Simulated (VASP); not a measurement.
Given:

```xyz
2
Lattice="0.0000 2.6968 2.6968 2.6968 0.0000 2.6968 2.6968 2.6968 0.0000" Properties=species:S:1:pos:R:3 pbc="T T T"
Ga     0.0000     0.0000     0.0000
P      1.3484     1.3484     1.3484
```

Calculation: LDA (Ceperley-Alder, Perdew-Zunger), VASP's LDA PAW potentials (set 64) (plane waves; VASP). Settings: 520 eV cut-off, Gaussian smearing of 0.050 eV, potentials Ga_d P.

**Question.** Give the energies of bands 7 to 12 at the high-symmetry points, in eV from the valence-band maximum.

**Answer.** 
```tsv
band	Γ	X	U	L	W
7	0.00	-6.99	-6.77	-6.89	-6.77
8	0.00	-2.82	-4.16	-1.18	-3.77
9	0.00	-2.82	-2.37	-1.18	-3.63
10	1.90	1.43	2.01	1.61	4.60
11	3.79	1.65	4.75	4.62	4.92
12	3.79	10.69	8.27	4.62	6.01
```

The gap is indirect, 1.39 eV, from the valence maximum at Γ to the conduction minimum at Γ-X at 0.86.

Measured: gap 2.43 eV (computed value off by -1.04 eV), as given by Wei Chen et al., Physical Review Materials (2018), doi:10.1103/physrevmaterials.2.073803 [zero-point renormalisation of 0.08 eV added back (the table's ZPR column)].

The compound is GaP in the zinc blende structure. It was relaxed first.
